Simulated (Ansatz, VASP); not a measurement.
**Bi (bismuthene): VASP beside Ansatz**

Wanted: the spread between two codes on one cell, functional and k mesh.

Program: Ansatz 0.2.0. Level of theory: plane waves, with VASP 6.6.1 beside it; band structure at PBE with D3(BJ), spin-orbit coupling, single point at PBE with D3(BJ) and band structure at PBE with D3(BJ). Results are calculated unless marked as measured.

## Step 1: The starting structure

The cell holds 2 atoms: 2 Bi. Cell: a = 4.276 Å, b = 4.276 Å, c = 22.000 Å, α = 90.0°, β = 90.0°, γ = 120.0°. Vacuum lies along c.

## Step 2: Ansatz: band structure, PBE with D3(BJ), spin-orbit coupling

Ansatz runs on its fully relativistic PAW (standard-fr) files.

The same path points are solved in both programs, so levels can be compared one by one.

input.yaml

```yaml
crystal:
  lattice:
    - [4.2758563424, 0.0, 0.0]
    - [-2.1379281712, 3.7030002154, 0.0]
    - [0.0, 0.0, 22.0]
  atoms:
    - { symbol: Bi, position: [0.3333333333, 0.6666666667, 0.4600850262] }
    - { symbol: Bi, position: [0.6666666667, 0.3333333333, 0.5399149738] }
hamiltonian:
  xc: pbe
  pseudopotentials: { kind: paw_fr }
  dispersion: d3bj
magnetization:
  noncollinear: true
  spin_orbit: true
kpoints:
  mp_grid: { grid: [9, 9, 1] }
  band_path:
    path:
      - [0.0, 0.0, 0.0]
      - [0.03846, 0.0, 0.0]
      - [0.07692, 0.0, 0.0]
      - [0.15385, 0.0, 0.0]
      - [0.19231, 0.0, 0.0]
      - [0.26923, 0.0, 0.0]
      - [0.30769, 0.0, 0.0]
      - [0.34615, 0.0, 0.0]
      - [0.42308, 0.0, 0.0]
      - [0.46154, 0.0, 0.0]
      - [0.5, 0.0, 0.0]
      - [0.48718, 0.02564, 0.0]
      - [0.47436, 0.05128, 0.0]
      - [0.44872, 0.10256, 0.0]
      - [0.4359, 0.12821, 0.0]
      - [0.41026, 0.17949, 0.0]
      - [0.39744, 0.20513, 0.0]
      - [0.37179, 0.25641, 0.0]
      - [0.35897, 0.28205, 0.0]
      - [0.34615, 0.30769, 0.0]
      - [0.33333, 0.33333, 0.0]
      - [0.30769, 0.30769, 0.0]
      - [0.25641, 0.25641, 0.0]
      - [0.23077, 0.23077, 0.0]
      - [0.20513, 0.20513, 0.0]
      - [0.15385, 0.15385, 0.0]
      - [0.12821, 0.12821, 0.0]
      - [0.07692, 0.07692, 0.0]
      - [0.05128, 0.05128, 0.0]
      - [0.0, 0.0, 0.0]
    npoints: 1
scf:
  occupations: { method: gaussian, width: 0.03 }
  n_extra_bands: 14
efield:
  axis: 3
  dipole_correction: true
  ramp_width: 0.04
output:
  forces: true
  eigenvalues: true
```

The run is started by

```console
ansatz run input.yaml --threads 2 --pin off --max-ram 4608MiB --backend cpu --events-out ev --progress --plain --runs-dir out
```

Numbers of over 12 decimals in the logs are rounded to 6 here.

What it wrote:

```text
scf.n_extra_bands = 14 over 30 filled bands (N_el = 30.0): the run solves 44 bands
Engine: ansatz 0.2.0, aarch64-unknown-linux-gnu
Pseudopotentials: kind: paw_fr
Pseudopotential: Bi, paw_fr, valence charge 15, recommended cutoff 420 eV (normal), Bi.paw.azcp#standard-fr
Functional definition: PBE
  parameter kappa = 0.804
  parameter beta = 0.066725
  exchange = pbe_x(kappa = kappa, mu = beta*pi^2/3)
  correlation = pbe_c(beta = beta)
non-collinear run that drives no moment, with spin-orbit: no starting moment large enough to seed its density (crystal.atoms[].spin), no starting occupations that ask for one, no magnetisation constraint and no magnetic field, so the semilocal B_xc is pinned to zero
Crystal: 2 atoms, lattice volume = 348.337 Å³
Basis set: ecut = 420 eV, 6799 PW (Γ), exchange–correlation on 60×60×300 points (8 copies of the dense FFT grid, shifted against one another)
Bands: 44, of which v1, the nominal top of the filled ones, is band 30 counted from 1 (29 counted from 0)
Symmetry: 6 space group operations + 6 with time reversal
k-points: 12 of 81 (time reversal used)
Projection manifold: j_resolved (fully-relativistic pseudo-atomic orbitals)
Non-local potential: Bi, projectors of the file, l = 0: 2, l = 1: 4, l = 2: 4, l = 3: 4
PAW form: soft (Blöchl's): semilocal exchange-correlation on the pseudo side does not see the compensation charge
PAW one-centre angular grid: Bi, 590 points (default); XC on 96 Gauss nodes
Initial density: superposition of atomic densities (neutral atoms: chi_scale 0, normalization atom)
Initial wavefunctions: pseudopotential atomic-orbital guess
Functional: x = pbe(κ = 0.804, μ = 0.219515), c = pbe(β = 0.066725)
iter 1 solved again at ethr=9.57e-4 eV; its pass at ethr=3.10e-3 eV (dr2=2.87e-1 eV) is discarded
SCF iter   1: F=—  HF=-24877.134417 eV  |F-HF|=—  |Δ(HF+E_count)|=         —  Δρ=6.59e-3  dr2=2.92e-1  dr2_m=0.00e0 (ungated)  ethr=9.57e-4  |M|=0.00e0 ∫|m|=0.00e0 μB  |m|>n=0.0e0 m-floor=0.0e0 τ_xc=0.0e0  β_m=0.30  p=0.000 e·Å  D=2.03e-14 V/Å  ΔV_dip=-0.00 eV  dr2_dipole=1.23e-12  V_vac-E_F(+/−)=4.54/4.54 eV  ⟨swp⟩=5.2  Hψ=4462  notcnv=0  defer=1
efield: sawtooth ramp at fractional position 0.9800 (placed from the atoms, in the widest stretch of the axis that holds none; the zero of the levels goes with the place), width 0.0400; the density the first Hamiltonian is built on has a dipole p = 0.000 e·Å; the dipole correction subtracts the counter field D = 2.03e-14 V/Å, which shifts the + side's vacuum level by -0.00 eV against the − side's; the planar-averaged density in the ramp window peaks in size at 1.6e-6 e/Å³
preconditioner: auto → Resta (q_TF=auto, 1.813 Å⁻¹)  ε∞=1.5  [insulator: Δε(μ)=0.641 eV  Ē_g=8.294 eV  σ=0.030 eV  W_gap=1.00  n_scr=42 (ndim 8)  ℏωp=5.6 eV  f_vac=0.712  D(μ)=0.00/eV (n_scr^D=0)  ε∞_Penn≈1.5  vacuum switching on, ρ_ref=5.0e-3 e/Å³]
spin=Noncollinear: Resta preconditioning applied to the charge; magnetization (m_x, m_y, m_z) channels mix plain (no charge-response kernel on spin).
SCF iter   2: F=—  HF=-24877.085629 eV  |F-HF|=—  |Δ(HF+E_count)|=   4.88e-2  Δρ=4.69e-3  dr2=1.15e-1  dr2_m=0.00e0 (ungated)  ethr=9.57e-4  |M|=0.00e0 ∫|m|=0.00e0 μB  |m|>n=0.0e0 m-floor=0.0e0 τ_xc=0.0e0  β_m=0.55  p=-0.000 e·Å  D=-5.81e-7 V/Å  ΔV_dip=0.00 eV  dr2_dipole=1.29e-10  V_vac-E_F(+/−)=4.13/4.13 eV  ⟨swp⟩=3.4  Hψ=804  notcnv=0  defer=27
SCF iter   3: F=—  HF=-24877.063264 eV  |F-HF|=—  |Δ(HF+E_count)|=   2.24e-2  Δρ=8.99e-4  dr2=1.83e-3  dr2_m=0.00e0 (ungated)  ethr=3.84e-4  |M|=0.00e0 ∫|m|=0.00e0 μB  |m|>n=0.0e0 m-floor=0.0e0 τ_xc=0.0e0  β_m=0.60  p=-0.000 e·Å  D=-1.10e-5 V/Å  ΔV_dip=0.00 eV  dr2_dipole=9.08e-9  V_vac-E_F(+/−)=3.58/3.58 eV  ⟨swp⟩=3.5  Hψ=809  notcnv=0  defer=66
SCF iter   4: F=—  HF=-24877.064013 eV  |F-HF|=—  |Δ(HF+E_count)|=   7.49e-4  Δρ=2.79e-4  dr2=1.35e-4  dr2_m=0.00e0 (ungated)  ethr=6.09e-6  |M|=0.00e0 ∫|m|=0.00e0 μB  |m|>n=0.0e0 m-floor=0.0e0 τ_xc=0.0e0  β_m=0.76  p=0.000 e·Å  D=3.70e-5 V/Å  ΔV_dip=-0.00 eV  dr2_dipole=1.22e-7  V_vac-E_F(+/−)=3.55/3.55 eV  ⟨swp⟩=2.2  Hψ=680  notcnv=0  defer=85
SCF iter   5: F=—  HF=-24877.064108 eV  |F-HF|=—  |Δ(HF+E_count)|=   9.48e-5  Δρ=3.27e-5  dr2=2.81e-5  dr2_m=0.00e0 (ungated)  ethr=4.50e-7  |M|=0.00e0 ∫|m|=0.00e0 μB  |m|>n=0.0e0 m-floor=0.0e0 τ_xc=0.0e0  β_m=0.71  p=-0.000 e·Å  D=-2.58e-4 V/Å  ΔV_dip=0.01 eV  dr2_dipole=5.81e-6  V_vac-E_F(+/−)=3.55/3.54 eV  ⟨swp⟩=2.0  Hψ=572  notcnv=0  defer=85
SCF iter   6: F=—  HF=-24877.063957 eV  |F-HF|=—  |Δ(HF+E_count)|=   1.51e-4  Δρ=4.40e-5  dr2=8.31e-5  dr2_m=0.00e0 (ungated)  ethr=9.37e-8  |M|=0.00e0 ∫|m|=0.00e0 μB  |m|>n=0.0e0 m-floor=0.0e0 τ_xc=0.0e0  β_m=0.49  p=0.001 e·Å  D=4.57e-4 V/Å  ΔV_dip=-0.01 eV  dr2_dipole=1.81e-5  V_vac-E_F(+/−)=3.54/3.55 eV  ⟨swp⟩=3.0  Hψ=838  notcnv=0  defer=85  recentre
SCF iter   7: F=—  HF=-24877.063947 eV  |F-HF|=—  |Δ(HF+E_count)|=   9.87e-6  Δρ=9.95e-6  dr2=2.49e-7  dr2_m=0.00e0 (ungated)  ethr=9.37e-8  |M|=0.00e0 ∫|m|=0.00e0 μB  |m|>n=0.0e0 m-floor=0.0e0 τ_xc=0.0e0  β_m=0.65  p=-0.000 e·Å  D=-7.66e-6 V/Å  ΔV_dip=0.00 eV  dr2_dipole=6.16e-9  V_vac-E_F(+/−)=3.55/3.55 eV  ⟨swp⟩=2.0  Hψ=496  notcnv=0  defer=85
SCF iter   8: F=-24877.063948 eV  HF=-24877.063948 eV  |F-HF|=8.22e-9  |Δ(HF+E_count)|=   4.55e-7  Δρ=1.63e-6  dr2=9.34e-9  dr2_m=0.00e0 (ungated)  ethr=3.33e-10  |M|=0.00e0 ∫|m|=0.00e0 μB  |m|>n=0.0e0 m-floor=0.0e0 τ_xc=0.0e0  p=0.000 e·Å  D=1.57e-6 V/Å  ΔV_dip=-0.00 eV  dr2_dipole=9.93e-11  V_vac-E_F(+/−)=3.55/3.55 eV  ⟨swp⟩=18.8  Hψ=3595  notcnv=0
SCF 1 converged in 8 iterations: F = -24877.063948 eV  dr2 = 9.34e-9
  greatest PAW one-centre occupation: 0.986 electrons in one spin orbital (limit 2), on the Bi atom at site 0 (counted from 0), in its partial waves of l = 2
NSCF: frozen V_eff on 30 k-points
efield: sawtooth ramp at fractional position 0.9800 (kept from the solve that this one continues, or follows in the run), width 0.0400; the density the first Hamiltonian is built on has a dipole p = 0.000 e·Å; the dipole correction subtracts the counter field D = 1.57e-6 V/Å, which shifts the + side's vacuum level by -0.00 eV against the − side's; the planar-averaged density in the ramp window peaks in size at 1.6e-6 e/Å³
SCF converged after 8 iterations
Magnetization: |M| = 0.0000 μB,  M = (+0.0000, +0.0000, +0.0000) μB
Absolute magnetization: 0.0000 μB (∫|m|)
  site 0: m = (+0.0000, +0.0000, +0.0000) μB, |m| = 0.0000 μB  (R = 1.25 Å)
  site 1: m = (+0.0000, +0.0000, +0.0000) μB, |m| = 0.0000 μB  (R = 1.25 Å)
Free energy (F): -24877.063948 eV
Harris-Foulkes:  -24877.063948 eV  (|F-HF|=8.22e-9)
Internal energy: -24877.063948 eV  (E = F + TS)
E sigma→0 (E₀):  -24877.063948 eV
Fermi energy:    -0.783229 eV
Dipole field:    D = -0.000009 V/Å  (p = -0.000017 e·Å, saw-weighted, corrected)
Work function:   Φ+ = 3.5470 eV   Φ− = 3.5468 eV
Levels:          The Fermi level and band energies are counted from a zero that moves with the ramp; work functions are not
--- Per-component energies (eV) ---
  E_band       = -535.399730
  E_kinetic    = 607.898358
  E_local      = -16488.418584  (includes V_loc(G=0)·N_el)
  E_nonlocal   = 1120.456546
  E_hartree    = 7543.764295
  E_xc         = -302.563546
  E_vxc        = -287.900901  (∫ρ·V_xc dr)
  E_paw        = -21412.016927  (= ΣΔE_a)
  E_vpaw       = -574.964532  (= ΣTr[D̂ρ^β])
  E_aug_tail   = -0.000755  (compensation charges beyond the density's cutoff)
  E_efield     = 0.000000  (sawtooth field / dipole correction)
  E_vefield    = 0.000000  (∫n·V_field dr)
  E_ewald      = 4054.268229
  E_disp       = -0.451562  (pairwise vdW)
  E_smearing   = -0.000000  (= −TS)
  E_closure    = 0.000000  (closes the sum)
  Σ components = -24877.063948   (vs F -24877.063948, Δ=0.00e0)
--- Forces (eV/Å), atoms counted from 1 ---
  atom   1  Bi    -0.00000000     0.00000000    -0.13988620
  atom   2  Bi     0.00000000     0.00000000     0.13987926
  max |Σ_I F_I| component: 6.94e-6 eV/Å
--- Band table (eV; the first three rows and the last of 12) ---
  k-point 0: bands = [... 26 lower, -1.2541, -1.2541, -1.1238, -1.1238, -0.4320, -0.4320, 0.6863, 0.6863, ... 10 higher]
  k-point 1: bands = [... 26 lower, -2.1064, -2.1064, -1.1820, -1.1820, -0.2041, -0.2041, 1.0561, 1.0561, ... 10 higher]
  k-point 2: bands = [... 26 lower, -2.8261, -2.8261, -1.5404, -1.5404, -0.4307, -0.4307, 1.3555, 1.3555, ... 10 higher]
  k-point 11: bands = [... 26 lower, -3.9148, -3.9148, -3.0801, -3.0801, -0.1262, -0.1262, 1.4574, 1.4574, ... 10 higher]
```

Elapsed: 1.8 min, on 2 threads of Arm Neoverse N1, shared host; peak memory 1.1 GiB.

In the SCF lines HF is the Harris–Foulkes energy and dr2 the Hartree energy of the density residual, in eV; the loop may stop once dr2 is under the threshold and the program's other checks hold. Hψ counts applications of the Hamiltonian.

## Step 3: VASP: band structure, PBE with D3(BJ), spin-orbit coupling

The same cell, functional, mesh and smearing now go to VASP, with its own data sets and cutoff.

Lines of VASP's logs that name or quote its potential files are left out, and so is its time.

INCAR

```
SYSTEM = Bi
PREC = Normal
ENCUT = 350
EDIFF = 1E-06
NELM = 120
ISMEAR = 0
SIGMA = 0.03
LREAL = .FALSE.
ALGO = Fast
GGA = PE
IVDW = 12
LNONCOLLINEAR = .TRUE.
MAGMOM = 0 0 0 0 0 0
NBANDS = 22
GGA_COMPAT = .FALSE.
LASPH = .TRUE.
LSORBIT = .TRUE.
LWAVE = .FALSE.
LCHARG = .FALSE.
KPAR = 4
IDIPOL = 3
LDIPOL = .TRUE.
DIPOL = 0.5 0.5 0.5
```

POSCAR

```
Bi
1.0
    4.2758563424      0.0000000000      0.0000000000
   -2.1379281712      3.7030002154      0.0000000000
    0.0000000000      0.0000000000     22.0000000000
Bi
2
Direct
    0.3333333333      0.6666666667      0.4600850262
    0.6666666667      0.3333333333      0.5399149738
```

KPOINTS

```
Automatic mesh
0
Gamma
9 9 1
0 0 0
```

KPOINTS_OPT

```
Line mode
14
Line-mode
Reciprocal
  0.00000000   0.00000000   0.00000000 GAMMA
  0.50000000   0.00000000   0.00000000 M

  0.50000000   0.00000000   0.00000000 M
  0.33333333   0.33333333   0.00000000 K

  0.33333333   0.33333333   0.00000000 K
  0.00000000   0.00000000   0.00000000 GAMMA
```

PAW data sets: Bi (PBE family, release 64).

The run is started by

```console
mpirun -np 4 vasp_ncl
```

What it wrote:

```text
[banner, memory and clock lines left out]
running    4 mpi-ranks, on    1 nodes
 distrk:  each k-point on    1 cores,    4 groups
 distr:  one band on    1 cores,    1 groups

 POSCAR found type information on POSCAR Bi
 POSCAR found :  1 types and       2 ions
 LDA part: xc-table for (Slater+PW92), standard interpolation
 POSCAR, INCAR and KPOINTS ok, starting setup
 FFT: planning ... GRIDC
 FFT: planning ... GRID_SOFT
 FFT: planning ... GRID
 WAVECAR not read
 entering main loop
       N       E                     dE             d eps       ncg     rms          rms(c)
DAV:   1     0.538572348019E+02    0.53857E+02   -0.19829E+03   528   0.414E+02
DAV:   2    -0.295888562851E+00   -0.54153E+02   -0.51140E+02   798   0.869E+01
DAV:   3    -0.820253606651E+01   -0.79066E+01   -0.78234E+01   724   0.396E+01
DAV:   4    -0.871752393760E+01   -0.51499E+00   -0.51464E+00   770   0.103E+01
DAV:   5    -0.872408822952E+01   -0.65643E-02   -0.65642E-02   790   0.153E+00    0.315E+00
RMM:   6    -0.866577949130E+01    0.58309E-01   -0.23850E-02   652   0.777E-01    0.189E+00
RMM:   7    -0.864486895219E+01    0.20911E-01   -0.13319E-02   670   0.640E-01    0.108E+00
RMM:   8    -0.862755886896E+01    0.17310E-01   -0.24297E-02   701   0.818E-01    0.110E-01
RMM:   9    -0.862644929913E+01    0.11096E-02   -0.38440E-03   734   0.366E-01    0.598E-02
RMM:  10    -0.862617212971E+01    0.27717E-03   -0.63885E-04   758   0.138E-01    0.386E-02
RMM:  11    -0.862602726131E+01    0.14487E-03   -0.27384E-04   700   0.685E-02    0.260E-02
RMM:  12    -0.862615041316E+01   -0.12315E-03   -0.19467E-04   692   0.515E-02    0.161E-02
RMM:  13    -0.862646071790E+01   -0.31030E-03   -0.58163E-05   702   0.335E-02    0.970E-03
RMM:  14    -0.862674675459E+01   -0.28604E-03   -0.37713E-05   712   0.256E-02    0.415E-03
RMM:  15    -0.862684295350E+01   -0.96199E-04   -0.15218E-05   702   0.142E-02    0.356E-03
RMM:  16    -0.862691987186E+01   -0.76918E-04   -0.56189E-06   681   0.870E-03    0.118E-03
RMM:  17    -0.862694319325E+01   -0.23321E-04   -0.23023E-06   630   0.499E-03    0.108E-03
RMM:  18    -0.862695701511E+01   -0.13822E-04   -0.93949E-07   621   0.333E-03    0.475E-04
RMM:  19    -0.862695941418E+01   -0.23991E-05   -0.37684E-07   601   0.221E-03    0.331E-04
RMM:  20    -0.862696069232E+01   -0.12781E-05   -0.12114E-07   542   0.145E-03    0.133E-04
RMM:  21    -0.862696090243E+01   -0.21011E-06   -0.36431E-08   478   0.107E-03
   1 F= -.90784671E+01 E0= -.90784671E+01  d E =-.288742E-17  mag=    -0.0000     0.0000     0.0000
 Start KPOINTS_OPT (optional k-point list driver)
k-point batch [1-12\42]
       N       E                     dE             ncg
DAV:   1    -0.247264707062E+03   -0.11994E+04      528
DAV:   2    -0.767980548858E+03   -0.52072E+03      884
DAV:   3    -0.852916076399E+03   -0.84936E+02      680
DAV:   4    -0.857509039951E+03   -0.45930E+01      760
DAV:   5    -0.857568236951E+03   -0.59197E-01      794
DAV:   6    -0.857569080371E+03   -0.84342E-03      746
DAV:   7    -0.857569101076E+03   -0.20706E-04      780
DAV:   8    -0.857569101555E+03   -0.47895E-06      606
[...]
k-point batch [37-42\42]
       N       E                     dE             ncg
DAV:   1     0.928642562803E+03   -0.27741E+03      264
DAV:   2     0.686789139074E+03   -0.24185E+03      438
DAV:   3     0.641865641769E+03   -0.44923E+02      340
DAV:   4     0.639359818909E+03   -0.25058E+01      380
DAV:   5     0.639323994505E+03   -0.35824E-01      394
DAV:   6     0.639323606259E+03   -0.38825E-03      374
DAV:   7     0.639323594959E+03   -0.11300E-04      402
DAV:   8     0.639323594684E+03   -0.27494E-06      314
```

[end of part 1 of 2]

[Lines on the potential files, build, host, timing and source positions are cut from VASP's logs without a mark.]

[Logs are printed without paths, hosts, clocks, repeated set-up lines and the standing remarks that a program may print on its own settings, such as how far it seeks lower states.]

[Hosts, paths, dates, database ids (printed as entryN), source tags and the programs' standing remarks are cut or masked in the printed files.]
